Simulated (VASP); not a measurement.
Input:

```
CELL_PARAMETERS angstrom
      4.40971     0.00000     0.00000
      0.00000     4.40971     0.00000
      0.00000     0.00000     4.40971
ATOMIC_POSITIONS crystal
  Tl 0.00000 0.00000 0.00000
  Sc 0.00000 0.50000 0.50000
  Sc 0.50000 0.00000 0.50000
  Sc 0.50000 0.50000 0.00000
  B  0.50000 0.50000 0.50000
```

Method: LDA (Ceperley-Alder, Perdew-Zunger), VASP's LDA PAW potentials (set 64) (plane waves; VASP). Numerical set-up: 400 eV cut-off, 5×5×5 Γ-centred mesh, Gaussian smearing of 0.10 eV, potentials Tl_d Sc_sv B.

At this cut-off the stress carries a Pulay error, which pulls relaxed volumes low. Unless said otherwise, spin-orbit coupling is left out, though it shifts the bands of the heavy elements here.

### Question
What does the run give for the energy per atom (σ→0), pressure, band gap (on the k-mesh) with the smallest direct gap where there is one?

### Answer

```json
{
  "band gap (on the k-mesh)": "none (metal, semimetal or under 0.01 eV)",
  "energy per atom (σ→0)": "-6.434 eV/atom",
  "pressure": "12.11 GPa"
}
```

The structure comes from a measured Sc3TlB entry of the Crystallography Open Database, whose conditions weren't checked. The cell was not relaxed at this level. The electron count is odd and the run is not spin-polarised, which forces a metal.
